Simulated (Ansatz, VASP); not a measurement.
# TaN: VASP beside Ansatz

Wanted: the spread between two codes on one cell, functional and k mesh. The cell is taken from a series of runs on this material, whose earlier steps may have relaxed, scaled, displaced or heated it; both programs get it as it stands.

Program: Ansatz 0.2.0. Level of theory: plane waves, with VASP 6.6.1 beside it; zone-centre phonons at PBEsol. Results are calculated unless marked as measured.

## 1. The starting structure

The structure is tetragonal, space group I4/mmm (No. 139). The conventional cell has a = 3.105 Å, b = 3.105 Å, c = 4.287 Å, α = 90.00°, β = 90.00°, γ = 90.00°. Nearest to N lie 6 Ta at 2.14 to 2.20 Å. Nearest to Ta lie 6 N at 2.14 to 2.20 Å. Farther neighbours and most contacts between anions are not listed.

Structure file:

```
N Ta
1.0
     0.00000    2.19537    2.14365
     2.19537    0.00000    2.14365
     2.19537    2.19537    0.00000
N Ta
1 1
Direct
  0.00000 0.00000 0.00000
  0.50000 0.50000 0.50000
```

## 2. VASP: zone-centre phonons, PBEsol, pair 1

Second derivatives magnify differences that forces hide, and they need a tight electronic threshold.

Lines of VASP's logs that name or quote its potential files are left out, and so is its time.

Contents of INCAR:

```
SYSTEM = TaN
PREC = Accurate
ENCUT = 600
EDIFF = 1E-08
NELM = 120
ISMEAR = 1
SIGMA = 0.2
LREAL = .FALSE.
ALGO = Normal
GGA = PS
NBANDS = 14
LASPH = .TRUE.
LORBIT = 11
LWAVE = .FALSE.
LCHARG = .FALSE.
ISIF = 2
IBRION = 8
GGA_COMPAT = .FALSE.
KPAR = 2
```

Contents of POSCAR:

```
TaN
1.0
    0.0000000000      2.1953676129      2.1436458502
    2.1953676129      0.0000000000      2.1436458502
    2.1953676129      2.1953676129      0.0000000000
N Ta
1 1
Direct
    0.0000000000      0.0000000000      0.0000000000
    0.5000000000      0.5000000000      0.5000000000
```

Contents of KPOINTS:

```
Automatic mesh
0
Gamma
16 16 16
0 0 0
```

The projector-augmented-wave data sets are N and Ta_pv (PBE family, release 64).

On the command line:

```bash
$ mpirun -np 2 vasp_std
```

Numbers of over 12 decimals in the logs are rounded to 6 here.

What it wrote:

```text
[banner, memory and clock lines left out]
running    2 mpi-ranks, on    1 nodes
 distrk:  each k-point on    1 cores,    2 groups
 distr:  one band on    1 cores,    1 groups

 POSCAR found type information on POSCAR N Ta
 POSCAR found :  2 types and       2 ions
|                                                                             |
|               ----> ADVICE to this user running VASP <----                  |
|                                                                             |
|     You enforced a specific xc type in the INCAR file but a different       |
|     [... a line on the potential file left out ...]
|     I HOPE YOU KNOW WHAT YOU ARE DOING!                                     |
|                                                                             |

 LDA part: xc-table for (Slater+PW92), standard interpolation
 POSCAR, INCAR and KPOINTS ok, starting setup
 FFT: planning ... GRIDC
 FFT: planning ... GRID_SOFT
 FFT: planning ... GRID
 WAVECAR not read
 entering main loop
       N       E                     dE             d eps       ncg     rms          rms(c)
DAV:   1     0.967981215126E+02    0.96798E+02   -0.97507E+03  9778   0.136E+03
DAV:   2    -0.226517047256E+02   -0.11945E+03   -0.11283E+03 11884   0.344E+02
DAV:   3    -0.259647232899E+02   -0.33130E+01   -0.32668E+01 11430   0.543E+01
DAV:   4    -0.259831726166E+02   -0.18449E-01   -0.18428E-01 11356   0.404E+00
DAV:   5    -0.259832924769E+02   -0.11986E-03   -0.11986E-03 11398   0.302E-01    0.258E+01
DAV:   6    -0.233065904086E+02    0.26767E+01   -0.56364E+00 11708   0.279E+01    0.109E+01
DAV:   7    -0.232278664306E+02    0.78724E-01   -0.38281E-01 12118   0.600E+00    0.742E+00
DAV:   8    -0.231945134460E+02    0.33353E-01   -0.13101E-01 11668   0.334E+00    0.160E+00
DAV:   9    -0.231897869356E+02    0.47265E-02   -0.13855E-02 10876   0.105E+00    0.375E-01
DAV:  10    -0.231896476557E+02    0.13928E-03   -0.57323E-04 13240   0.299E-01    0.119E-01
DAV:  11    -0.231896115541E+02    0.36102E-04   -0.65833E-05 11224   0.883E-02    0.211E-02
DAV:  12    -0.231896113616E+02    0.19256E-06   -0.38837E-06 12586   0.208E-02    0.149E-03
DAV:  13    -0.231896112235E+02    0.13810E-06   -0.19146E-07 11026   0.371E-03    0.576E-04
DAV:  14    -0.231896112082E+02    0.15253E-07   -0.62587E-09  8234   0.105E-03    0.521E-04
DAV:  15    -0.231896111996E+02    0.86154E-08   -0.10911E-09  5858   0.490E-04
   1 F= -.23189611E+02 E0= -.23189476E+02  d E =-.405611E-03
 Linear response reoptimize wavefunctions to high precision
DAV:   1    -0.231896111991E+02    0.51932E-09   -0.62183E-11  7370   0.886E-05
DAV:   2    -0.231896111991E+02   -0.13642E-10   -0.54871E-12  5630   0.240E-05
 Linear response DOF=           4
 Linear response progress:
  Degree of freedom:   1/  4
       N       E                     dE             d eps       ncg     rms          rms(c)
RMM:   1    -0.234431665315E+00   -0.23443E+00    0.15727E-01 38419   0.297E+00
RMM:   2    -0.230745440599E+00    0.36862E-02   -0.39034E-03 29445   0.508E-01    0.146E-01
RMM:   3    -0.231618308281E+00   -0.87287E-03   -0.84813E-04 26671   0.180E-01    0.744E-02
RMM:   4    -0.232933544150E+00   -0.13152E-02   -0.42505E-04 27244   0.126E-01    0.219E-02
RMM:   5    -0.233022996970E+00   -0.89453E-04   -0.20128E-05 31049   0.349E-02    0.257E-03
RMM:   6    -0.233023333624E+00   -0.33665E-06   -0.20483E-06 31127   0.741E-03    0.938E-04
RMM:   7    -0.233013587661E+00    0.97460E-05   -0.18435E-07 31120   0.213E-03    0.398E-04
RMM:   8    -0.233014859975E+00   -0.12723E-05   -0.41742E-08 33082   0.731E-04    0.134E-04
RMM:   9    -0.233014017036E+00    0.84294E-06   -0.27529E-09 32853   0.258E-04    0.273E-05
RMM:  10    -0.233013724298E+00    0.29274E-06   -0.70703E-09 34851   0.888E-05    0.148E-05
RMM:  11    -0.233013749026E+00   -0.24728E-07   -0.92320E-09 34698   0.280E-05    0.729E-06
RMM:  12    -0.233013780965E+00   -0.31939E-07   -0.83301E-10 31594   0.148E-05    0.177E-06
RMM:  13    -0.233013782052E+00   -0.10862E-08   -0.67445E-09 26349   0.869E-06    0.125E-06
 first order change of Fermi-energy   0.24994E-03
 force on displaced ion       1 direction 1 :  -7.404   0.000   0.000
 Linear response progress:
  Degree of freedom:   2/  4
       N       E                     dE             d eps       ncg     rms          rms(c)
RMM:   1    -0.236866167387E+00   -0.23687E+00    0.15652E-01 21349   0.303E+00
RMM:   2    -0.232787791350E+00    0.40784E-02   -0.43520E-03 16491   0.534E-01    0.160E-01
RMM:   3    -0.233689199903E+00   -0.90141E-03   -0.92636E-04 14822   0.191E-01    0.820E-02
RMM:   4    -0.235088823035E+00   -0.13996E-02   -0.45906E-04 15119   0.132E-01    0.241E-02
RMM:   5    -0.235209807929E+00   -0.12098E-03   -0.21619E-05 17295   0.373E-02    0.290E-03
RMM:   6    -0.235215532727E+00   -0.57248E-05   -0.23546E-06 17325   0.827E-03    0.108E-03
RMM:   7    -0.235204040179E+00    0.11493E-04   -0.19805E-07 17042   0.251E-03    0.422E-04
RMM:   8    -0.235205716177E+00   -0.16760E-05   -0.47063E-08 18498   0.831E-04    0.125E-04
RMM:   9    -0.235204712726E+00    0.10035E-05   -0.11932E-08 18105   0.277E-04    0.285E-05
RMM:  10    -0.235204541914E+00    0.17081E-06   -0.65443E-09 19672   0.861E-05    0.166E-05
RMM:  11    -0.235204541659E+00    0.25494E-09   -0.41269E-09 18573   0.266E-05    0.838E-06
 first order change of Fermi-energy   0.85630E-04
 force on displaced ion       1 direction 3 :   0.000   0.000 -11.288
 Linear response progress:
  Degree of freedom:   3/  4
       N       E                     dE             d eps       ncg     rms          rms(c)
RMM:   1    -0.136016196105E+00   -0.13602E+00    0.11463E+01 18251   0.244E+01
RMM:   2    -0.164824528430E+00   -0.28808E-01   -0.26316E-02 27357   0.148E+00    0.106E-01
RMM:   3    -0.164146688393E+00    0.67784E-03   -0.20116E-03 32044   0.291E-01    0.489E-02
RMM:   4    -0.163680828365E+00    0.46586E-03   -0.15998E-04 34411   0.868E-02    0.186E-02
RMM:   5    -0.163475717873E+00    0.20511E-03   -0.16413E-05 34475   0.243E-02    0.443E-03
RMM:   6    -0.163467849382E+00    0.78685E-05   -0.24690E-06 32914   0.842E-03    0.793E-04
RMM:   7    -0.163465489071E+00    0.23603E-05   -0.13910E-06 34952   0.238E-03    0.329E-04
RMM:   8    -0.163467229516E+00   -0.17404E-05   -0.27070E-07 36394   0.821E-04    0.691E-05
RMM:   9    -0.163467828994E+00   -0.59948E-06   -0.26126E-07 35103   0.311E-04    0.401E-05
RMM:  10    -0.163468299920E+00   -0.47093E-06   -0.16105E-07 33266   0.186E-04    0.833E-06
RMM:  11    -0.163468340992E+00   -0.41072E-07   -0.87468E-08 37641   0.845E-05    0.492E-06
RMM:  12    -0.163468339705E+00    0.12867E-08   -0.51826E-09 34679   0.453E-05    0.737E-07
 first order change of Fermi-energy  -0.11782E-03
 force on displaced ion       2 direction 1 :  -7.410   0.000   0.000
 Linear response progress:
  Degree of freedom:   4/  4
       N       E                     dE             d eps       ncg     rms          rms(c)
RMM:   1    -0.135829223480E+00   -0.13583E+00    0.11493E+01 10350   0.245E+01
RMM:   2    -0.164121687338E+00   -0.28292E-01   -0.25965E-02 15261   0.148E+00    0.122E-01
RMM:   3    -0.163295638769E+00    0.82605E-03   -0.19801E-03 17688   0.300E-01    0.558E-02
RMM:   4    -0.162732492097E+00    0.56315E-03   -0.18425E-04 18790   0.999E-02    0.188E-02
RMM:   5    -0.162532594737E+00    0.19990E-03   -0.18575E-05 19129   0.263E-02    0.560E-03
RMM:   6    -0.162505621808E+00    0.26973E-04   -0.32860E-06 18462   0.909E-03    0.914E-04
RMM:   7    -0.162500807405E+00    0.48144E-05   -0.19376E-06 19326   0.259E-03    0.329E-04
RMM:   8    -0.162502942548E+00   -0.21351E-05   -0.87481E-07 20276   0.922E-04    0.764E-05
RMM:   9    -0.162503725549E+00   -0.78300E-06   -0.30798E-07 19200   0.358E-04    0.447E-05
RMM:  10    -0.162504297829E+00   -0.57228E-06   -0.13692E-07 18232   0.227E-04    0.872E-06
RMM:  11    -0.162504315349E+00   -0.17520E-07   -0.11302E-07 20897   0.101E-04    0.699E-06
RMM:  12    -0.162504347966E+00   -0.32617E-07   -0.49681E-08 19415   0.529E-05    0.960E-07
RMM:  13    -0.162504356164E+00   -0.81979E-08   -0.17705E-08 17352   0.314E-05    0.103E-06
 first order change of Fermi-energy   0.18026E-04
 force on displaced ion       2 direction 3 :   0.000   0.000 -11.293
 Linear response finished
```

From OUTCAR (step 2):

```text
ion  position               nearest neighbor table
   1  0.000  0.000  0.000-   2 2.14   2 2.14   2 2.20   2 2.20   2 2.20   2 2.20
   2  0.500  0.500  0.500-   1 2.14   1 2.14   1 2.20   1 2.20   1 2.20   1 2.20

  LATTYP: Found a body centered tetragonal cell.
 ALAT       =     3.1047186526
 C/A-ratio  =     1.3808953983

 Subroutine GETGRP returns: Found 16 space group operations
 (whereof 16 operations were pure point group operations)

The static configuration has the point symmetry D_4h.

 Found    349 irreducible k-points:

   k-points           NKPTS =    349   k-points in BZ     NKDIM =    349   number of bands    NBANDS=     14

   dimension x,y,z NGX =    28 NGY =   28 NGZ =   28
   dimension x,y,z NGXF=    56 NGYF=   56 NGZF=   56

   ENCUT  =  600.0 eV  44.10 Ry    6.64 a.u.   6.13  6.13  6.20*2*pi/ulx,y,z

   NELECT =      16.0000    total number of electrons

 k-points in reciprocal lattice and weights: Automatic mesh
   0.00000000  0.00000000  0.00000000       0.000
   0.06250000  0.00000000  0.00000000       0.002
   0.12500000  0.00000000  0.00000000       0.002
   0.18750000  0.00000000  0.00000000       0.002
   0.25000000  0.00000000  0.00000000       0.002
   0.31250000  0.00000000  0.00000000       0.002
   0.37500000  0.00000000  0.00000000       0.002
   0.43750000  0.00000000  0.00000000       0.002
   0.50000000  0.00000000  0.00000000       0.001
[...]
-0.31250000  0.18750000  0.50000000       0.001
  -0.25000000  0.25000000  0.50000000       0.000

 average (electrostatic) potential at core
       1 -61.0708       2 -34.2063

  Total        0.1493284      0.1493284      2.1964879      0.0000000      0.0000000      0.0000000
  in kB       11.5785825     11.5785825    170.3106732      0.0000000      0.0000000      0.0000000
  external PRESSURE =      64.4892794 kB  Pullay stress =       0.0000000 kB

  energy-cutoff  :      600.00
  volume of cell :       20.66
      direct lattice vectors                 reciprocal lattice vectors
     0.000000000  2.195367613  2.143645850    -0.227752289  0.227752289  0.233247483
     2.195367613  0.000000000  2.143645850     0.227752289 -0.227752289  0.233247483
     2.195367613  2.195367613  0.000000000     0.227752289  0.227752289 -0.233247483

 POSITION                                       TOTAL-FORCE (eV/Angst)
 -----------------------------------------------------------------------------------
      0.00000      0.00000      0.00000         0.000000     -0.000000      0.000000
      2.19537      2.19537      2.14365        -0.000000      0.000000      0.000000
 -----------------------------------------------------------------------------------
    total drift:                                0.000000      0.000000      0.000000

 Eigenvectors and eigenvalues of the dynamical matrix
 ----------------------------------------------------

   1 f  =   14.570421 THz    91.548653 2PiTHz  486.016916 cm-1    60.258391 meV
             X         Y         Z           dx          dy          dz
      0.000000  0.000000  0.000000     0.000000    0.000000   -0.963405
      2.195368  2.195368  2.143646     0.000000    0.000000    0.268050

   2 f  =   11.800461 THz    74.144483 2PiTHz  393.621009 cm-1    48.802763 meV
             X         Y         Z           dx          dy          dz
      0.000000  0.000000  0.000000     0.963395   -0.000000    0.000000
      2.195368  2.195368  2.143646    -0.268087    0.000000    0.000000

   3 f  =   11.800461 THz    74.144483 2PiTHz  393.621009 cm-1    48.802763 meV
             X         Y         Z           dx          dy          dz
      0.000000  0.000000  0.000000     0.000000    0.963395    0.000000
      2.195368  2.195368  2.143646     0.000000   -0.268087   -0.000000

   4 f/i=    0.000899 THz     0.005650 2PiTHz    0.029997 cm-1     0.003719 meV
             X         Y         Z           dx          dy          dz
      0.000000  0.000000  0.000000    -0.000000   -0.000000    0.268050
      2.195368  2.195368  2.143646    -0.000000   -0.000000    0.963405

   5 f/i=    0.001189 THz     0.007473 2PiTHz    0.039672 cm-1     0.004919 meV
             X         Y         Z           dx          dy          dz
      0.000000  0.000000  0.000000    -0.054829   -0.262421   -0.000000
      2.195368  2.195368  2.143646    -0.197033   -0.943031   -0.000000

   6 f/i=    0.001189 THz     0.007473 2PiTHz    0.039672 cm-1     0.004919 meV
             X         Y         Z           dx          dy          dz
      0.000000  0.000000  0.000000    -0.262421    0.054829    0.000000
      2.195368  2.195368  2.143646    -0.943031    0.197033    0.000000

 ELASTIC MODULI CONTR FROM IONIC RELAXATION (kBar)
 Direction    XX          YY          ZZ          XY          YZ          ZX
 --------------------------------------------------------------------------------
 XX           0.0000      0.0000      0.0000      0.0000      0.0000      0.0000
 YY           0.0000      0.0000      0.0000      0.0000      0.0000      0.0000
 ZZ           0.0000      0.0000      0.0000      0.0000      0.0000      0.0000
 XY           0.0000      0.0000      0.0000      0.0000      0.0000      0.0000
 YZ           0.0000      0.0000      0.0000      0.0000      0.0000      0.0000
 ZX           0.0000      0.0000      0.0000      0.0000      0.0000      0.0000
 --------------------------------------------------------------------------------
```

(Part 1 of 2 ends here.)

[Lines on the potential files, build, host, timing and source positions are cut from VASP's logs without a mark.]

[Logs are printed without paths, hosts, clocks, repeated set-up lines and the standing remarks that a program may print on its own settings, such as how far it seeks lower states.]

[Hosts, paths, dates, database ids (printed as entryN), source tags and the programs' standing remarks are cut or masked in the printed files.]
